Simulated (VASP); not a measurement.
Output of a VASP run:

File OSZICAR:
```
       N       E                     dE             d eps       ncg     rms          rms(c)
DAV:   1     0.160093695483E+03    0.16009E+03   -0.11936E+04  2412   0.253E+03
DAV:   2     0.220847145734E+01   -0.15789E+03   -0.15252E+03  2580   0.488E+02
DAV:   3    -0.118838021807E+02   -0.14092E+02   -0.13970E+02  2826   0.123E+02
DAV:   4    -0.121716925116E+02   -0.28789E+00   -0.28779E+00  2616   0.189E+01
DAV:   5    -0.121791490874E+02   -0.74566E-02   -0.74565E-02  3032   0.305E+00    0.718E+00
DAV:   6    -0.108222693110E+02    0.13569E+01   -0.98316E+00  3100   0.474E+01    0.430E+00
DAV:   7    -0.106438181929E+02    0.17845E+00   -0.12652E+00  2624   0.819E+00    0.130E+00
DAV:   8    -0.106191361679E+02    0.24682E-01   -0.13892E-01  2466   0.345E+00    0.284E-01
DAV:   9    -0.106181053467E+02    0.10308E-02   -0.69667E-03  2994   0.703E-01    0.756E-02
DAV:  10    -0.106181184307E+02   -0.13084E-04   -0.62504E-04  2892   0.446E-01    0.207E-02
DAV:  11    -0.106181095948E+02    0.88359E-05   -0.13992E-04  2982   0.215E-01    0.188E-02
DAV:  12    -0.106181021178E+02    0.74769E-05   -0.28569E-05  3406   0.747E-02    0.366E-03
DAV:  13    -0.106181023643E+02   -0.24645E-06   -0.17362E-06  1512   0.153E-02
   1 F= -.97411767E+01 E0= -.97410785E+01  d E =-.974118E+01
```

OUTCAR:
```
------------------------ aborting loop because EDIFF is reached ----------------------------------------
  FORCE on cell =-STRESS in cart. coord.  units (eV):
  Direction    XX          YY          ZZ          XY          YZ          ZX
  --------------------------------------------------------------------------------------
  Total        0.8680612      0.8680612      0.8680612      0.0000000      0.0000000      0.0000000
  in kB       49.4945741     49.4945741     49.4945741      0.0000000      0.0000000      0.0000000
  external PRESSURE =      -0.5054259 kB  Pullay stress =      50.0000000 kB
  volume of cell :       28.10
      direct lattice vectors                 reciprocal lattice vectors
     3.040192748  0.000000000  0.000000000     0.328926513  0.000000000  0.000000000
     0.000000000  3.040192748  0.000000000     0.000000000  0.328926513  0.000000000
     0.000000000  0.000000000  3.040192748     0.000000000  0.000000000  0.328926513
 POSITION                                       TOTAL-FORCE (eV/Angst)
 -----------------------------------------------------------------------------------
      0.00000      0.00000      0.00000         0.000000      0.000000      0.000000
      1.52010      1.52010      1.52010         0.000000      0.000000      0.000000
 -----------------------------------------------------------------------------------
    total drift:                                0.000000      0.000000      0.000000
  FREE ENERGIE OF THE ION-ELECTRON SYSTEM (eV)
  ---------------------------------------------------
  free  energy   TOTEN  =       -10.6181023643 eV

  energy  without entropy=      -10.6178077118  energy(sigma->0) =      -10.61800415
  enthalpy is  TOTEN    =        -9.7411767047 eV   P V=        0.8769256595

 reached required accuracy - stopping structural energy minimisation
```
(Selected blocks of OUTCAR.)

POSCAR:
```
SnO
1
    3.0401927479     0.0000000000     0.0000000000
    0.0000000000     3.0401927479    -0.0000000000
    0.0000000000    -0.0000000000     3.0401927479
Sn O
1 1
Direct
  0.0000000000   0.0000000000   0.0000000000
  0.5000000000   0.5000000000   0.5000000000
```

**Question.** Write an INCAR and KPOINTS that could have produced this output.

**Answer.** Several could match; the one computed here: the input of the run itself, PBEsol GGA, plane waves, VASP's PBE PAW potentials (set 64).

KPOINTS:
```
Regular mesh
0
G
  12 12 12
```

INCAR:
```
# general
SYSTEM =SnO
PREC   =Accurate
ENCUT  =620
LREAL  =.False.
LASPH  =.True.

# electronic loop
EDIFF  =1E-6
NELM   =100
ALGO   =Normal
LMAXMIX=4

# smearing
ISMEAR =1
SIGMA  =0.1

# functional
GGA    =PS

# ions
IBRION =2
NSW    =40
ISIF   =3
EDIFFG =-0.02
PSTRESS=50

# output
LWAVE  =.False.
LCHARG =.False.
```

POTCAR, in this order: Sn_d O (PBE.64 set). Program: vasp_std.

The structure was generated: SnO was put into the CsCl type type (Pm-3m), which need not be its known phase. It was relaxed first under an external pressure of 5 GPa.
